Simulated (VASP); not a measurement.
The input files of a VASP run:

**INCAR**
```
SYSTEM  =  CdO
PREC  =  Accurate; ENCUT  =  620; LREAL  =  .FALSE.
LASPH  =  .TRUE.
EDIFF  =  1E-6; NELM  =  100; ALGO  =  Normal
LMAXMIX  =  4
ISMEAR  =  1; SIGMA  =  0.1
GGA  =  PS
IBRION  =  2; NSW  =  40; ISIF  =  3
EDIFFG  =  -0.02
LWAVE  =  .FALSE.; LCHARG  =  .FALSE.
```

File KPOINTS:
```
Automatic
0
Gamma
  13 13 13
```

File POSCAR:
```
CdO
1
   -0.0000000000     2.3511117692     2.3511117692
    2.3511117692    -0.0000000000     2.3511117692
    2.3511117692     2.3511117692    -0.0000000000
Cd O
1 1
Direct
  1.0000000000   0.0000000000   1.0000000000
  0.5000000000   0.5000000000   0.5000000000
```

POTCAR, in this order: Cd O (PBE.64 set). Program: vasp_std.

**Question.** Write an equivalent input for Quantum ESPRESSO's pw.x.

**Answer.** One equivalent input (not run):
```
&CONTROL
  calculation = 'vc-relax'
  pseudo_dir = './pseudo'
  outdir = './out'
  tprnfor = .true.
  tstress = .true.
  nstep = 40
  forc_conv_thr = 0.00078
/
&SYSTEM
  ibrav = 0
  nat = 2
  ntyp = 2
  ecutwfc = 102
  occupations = 'smearing'
  smearing = 'methfessel-paxton'
  degauss = 0.00735
  input_dft = 'pbesol'
/
&ELECTRONS
  conv_thr = 7.3e-08
  electron_maxstep = 100
/
&IONS
/
&CELL
/
ATOMIC_SPECIES
  Cd 112.414 Cd.upf
  O 15.999 O.upf
CELL_PARAMETERS angstrom
    -0.0000000    2.3511118    2.3511118
     2.3511118   -0.0000000    2.3511118
     2.3511118    2.3511118   -0.0000000
ATOMIC_POSITIONS crystal
  Cd   1.0000000  0.0000000  1.0000000
  O    0.5000000  0.5000000  0.5000000
K_POINTS automatic
  13 13 13 0 0 0
```
The two are equivalent in intent, not identical: the potentials are each code's own (VASP's PAW set, PseudoDojo norm-conserving files in pw.x), so ENCUT and ecutwfc are chosen apart and not converted; conv_thr bounds pw.x's estimated SCF error, while EDIFF bounds the energy change between steps; forc_conv_thr acts on force components and is met together with etot_conv_thr.

The compound is CdO in the rock salt structure. It was relaxed first.
